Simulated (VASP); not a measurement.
TiO₂ (rutile):

```
CELL_PARAMETERS angstrom
      4.59000     0.00000     0.00000
      0.00000     4.59000     0.00000
      0.00000     0.00000     2.96000
ATOMIC_POSITIONS crystal
  Ti 0.00000 0.00000 0.00000
  Ti 0.50000 0.50000 0.50000
  O  0.30500 0.30500 0.00000
  O  0.80500 0.19500 0.50000
  O  0.19500 0.80500 0.50000
  O  0.69500 0.69500 0.00000
```

The lowest empty band near Γ, direction c, from mBJ (TB09) with spin-orbit coupling in VASP (PAW); its two spin partners are averaged. The gap over the points computed is 2.74 eV, and the next band on that side lies 0.35 eV away at the edge.

Settings: 520 eV cut-off, 6×6×8 Γ-centred mesh, Gaussian smearing of 0.050 eV, potentials Ti_sv O.

```csv
distance from the edge in k (1/Å),distance in energy (meV)
0.025,3.1
0.035,6.1
0.050,12.5
0.070,24.3
```

### Question
Fit E(1 + αE) = ħ²k²/2m* (ħ²/2m0 = 3.810 eV Å²) and predict the row at 0.095 1/Å.

### Answer
The rows don't resolve α, so a parabola serves: the electron mass is m* = 0.767 m0, and so 44.8 meV. The run gave 44.2 meV, -0.6 meV from the fit.

Left out are points under 3 meV from the edge, since the levels carry 0.1 meV, and points farther than half the way to the next band.

The compound is TiO2 in the rutile structure. The cell was not relaxed at this level.
